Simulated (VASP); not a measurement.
```
AsB
1.0
    0.00000     2.39000     2.39000
    2.39000     0.00000     2.39000
    2.39000     2.39000     0.00000
B As
1 1
Direct
  0.00000   0.00000   0.00000
  0.25000   0.25000   0.25000
```

The base run (VASP): PBE GGA, plane waves, VASP's PBE PAW potentials (set 64). Numerical set-up: 520 eV cut-off, 9×9×9 Γ-centred mesh, Gaussian smearing of 0.050 eV, potentials B As.

One setting is varied; ΔE counts from the base run. The base run took about 8 core-seconds. Costs are core time on shared hosts, one run each; read them as rough ratios.

Pressures at a finite cut-off, here 520 eV, hold a Pulay part, which wasn't tested here.

| setting | cost over the base run | electronic steps | ΔE (meV/atom) | pressure (GPa) |
|---|---|---|---|---|
| KPOINTS 3×3×3 Monkhorst-Pack mesh | about 1/3 | 12 | 319.0 | 5.52 |
| KPOINTS 5×5×5 Monkhorst-Pack mesh | about 1/2 | 12 | 27.7 | 3.31 |
| KPOINTS 7×7×7 Monkhorst-Pack mesh | within a factor of 2 | 12 | 2.9 | 3.16 |
| KPOINTS 9×9×9 Monkhorst-Pack mesh | within a factor of 2 | 12 | 0.0 | 3.15 |
| base run | reference | 12 | 0.0 | 3.15 |

Left out are runs that failed, have no time on record or changed the cell.

The compound is BAs in the zinc blende structure. The cell was not relaxed at this level.
